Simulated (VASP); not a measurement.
Input:

```xyz
64
Lattice="7.1466 0.0000 0.0000 0.0000 7.1466 0.0000 0.0000 0.0000 7.1466" Properties=species:S:1:pos:R:3 pbc="T T T"
C      3.5733     0.0000     0.0000
C      4.4666     0.8933     0.8933
C      5.3599     1.7866     0.0000
C      6.2532     2.6800     0.8933
C      5.3599     0.0000     1.7866
C      6.2532     0.8933     2.6800
C      0.0000     0.0000     0.0000
C      0.8933     0.8933     0.8933
C      1.7866     1.7866     0.0000
C      2.7073     2.6848     0.8591
C      3.5733     3.5733     0.0000
C      4.4883     4.4181     0.8946
C      5.3599     5.3599     0.0000
C      6.2532     6.2532     0.8933
C      1.7866     0.0000     1.7866
C      2.7141     0.9039     2.6755
C      3.5936     1.8359     1.8003
C      4.4183     2.6439     2.6945
C      5.3103     3.5304     1.7935
C      6.2702     4.5014     2.6554
C      3.5733     0.0000     3.5733
C      4.5162     0.8533     4.4963
C      5.3173     1.7648     3.5318
C      6.2942     2.7022     4.4951
C      5.3599     0.0000     5.3599
C      6.2532     0.8933     6.2532
C      0.0000     3.5733     0.0000
C      0.8933     4.4666     0.8933
C      1.7866     5.3599     0.0000
C      2.6800     6.2532     0.8933
C      0.0000     1.7866     1.7866
C      0.9001     2.6810     2.6806
C      1.7826     3.5777     1.7943
C      2.6334     4.4364     2.6562
C      3.5882     5.4078     1.8083
C      4.4857     6.2510     2.6938
C      0.0000     0.0000     3.5733
C      0.8933     0.8933     4.4666
C      1.7388     1.7477     3.5478
C      2.7155     2.6309     4.4290
C      4.4952     4.4367     4.4608
C      5.3924     5.3553     3.5838
C      6.2532     6.2532     4.4666
C      1.7866     0.0000     5.3599
C      2.6800     0.8933     6.2532
C      3.6136     1.7886     5.4037
C      4.4652     2.6482     6.2206
C      5.3405     3.5471     5.3500
C      6.2532     4.4666     6.2532
C      0.0000     5.3599     1.7866
C      0.8933     6.2532     2.6800
C      0.0000     3.5733     3.5733
C      0.8450     4.5086     4.4411
C      1.7584     5.3474     3.5667
C      2.6487     6.2364     4.4929
C      0.0000     1.7866     5.3599
C      0.8933     2.6800     6.2532
C      1.7414     3.5526     5.3146
C      2.7214     4.4701     6.2554
C      3.6109     5.4007     5.3551
C      4.4666     6.2532     6.2532
C      0.0000     5.3599     5.3599
C      0.8933     6.2532     6.2532
Sn     3.5523     3.5773     3.5346
```
Cell charge +2.

Calculation: PBE GGA, VASP's PBE PAW potentials (set 64) (plane waves; VASP). Settings: PREC = Normal, LREAL = Auto, ISYM = 0, NELECT = 254.0, EDIFF = 1E-5, 400 eV cut-off, 1×1×1 Γ-centred mesh, Gaussian smearing of 0.050 eV, potentials C Sn.

The cell is charged, with a uniform compensating background. The supercell is sampled at Γ alone, which is coarse: total energies, pressure and levels can be off, energies of defects by several tenths of an eV.

**Question.** The ions are relaxed. What does this cell relax into?

**Answer.** 
```xyz
64
Lattice="7.1466 0.0000 0.0000 0.0000 7.1466 0.0000 0.0000 0.0000 7.1466" Properties=species:S:1:pos:R:3 pbc="T T T"
C      3.5634     0.0054     0.0058
C      4.4874     0.8526     0.8534
C      5.3621     1.7820     7.1385
C      6.2918     2.6566     0.8532
C      5.3615     7.1375     1.7833
C      6.2916     0.8525     2.6578
C      7.1442     7.1461     0.0005
C      0.9028     0.8852     0.8856
C      1.7815     1.7815     0.0110
C      2.6824     2.6785     0.8778
C      3.5695     3.5743     0.0023
C      4.4655     4.4616     0.8775
C      5.3627     5.3626     0.0108
C      6.2587     6.2408     0.8859
C      1.7807     0.0104     1.7819
C      2.6824     0.8767     2.6792
C      3.5803     1.7573     1.7584
C      4.6847     2.4597     2.4608
C      5.3869     3.5636     1.7583
C      6.2675     4.4614     2.6796
C      3.5694     0.0010     3.5755
C      4.4658     0.8767     4.4626
C      5.3868     1.7574     3.5651
C      6.2677     2.6785     4.4628
C      5.3629     0.0099     5.3639
C      6.2594     0.8848     6.2420
C      7.1390     3.5807     0.0056
C      0.8637     4.4547     0.8508
C      1.7772     5.3667     7.1391
C      2.6890     6.2806     0.8504
C      0.0065     1.7823     1.7831
C      0.8886     2.6773     2.6780
C      1.7236     3.6041     1.7337
C      2.4905     4.6538     2.4577
C      3.5397     5.4202     1.7336
C      4.4665     6.2556     2.6780
C      7.1390     0.0052     3.5816
C      0.8648     0.8505     4.4552
C      1.7247     1.7337     3.6045
C      2.4919     2.4580     4.6535
C      4.6862     4.6528     4.6540
C      5.4107     5.4197     3.6049
C      6.2940     6.2799     4.4554
C      1.7780     7.1388     5.3670
C      2.6900     0.8507     6.2804
C      3.5409     1.7337     5.4207
C      4.4672     2.6770     6.2566
C      5.4108     3.6038     5.4209
C      6.2940     4.4545     6.2805
C      7.1336     5.3628     1.7822
C      0.8749     6.2692     2.6636
C      7.1433     3.5745     3.5757
C      0.8895     4.4604     4.4611
C      1.7357     5.4085     3.5640
C      2.6839     6.2548     4.4610
C      7.1345     1.7813     5.3638
C      0.8758     2.6631     6.2696
C      1.7365     3.5635     5.4090
C      2.6839     4.4601     6.2559
C      3.5805     5.4081     5.4092
C      4.4812     6.2688     6.2697
C      0.0056     5.3664     5.3670
C      0.9024     6.2418     6.2420
Sn     3.5592     3.5860     3.5845
```
Cell charge +2.

**Question.** How much energy does the relaxation gain?

**Answer.** The energy (σ→0) changes by -332.4 meV/atom, in 22 ionic steps.

The cell is a supercell with a defect, built from C (diamond): Sn_C, charge +2. The run is not spin-polarised, so no state with unpaired spins was tried.
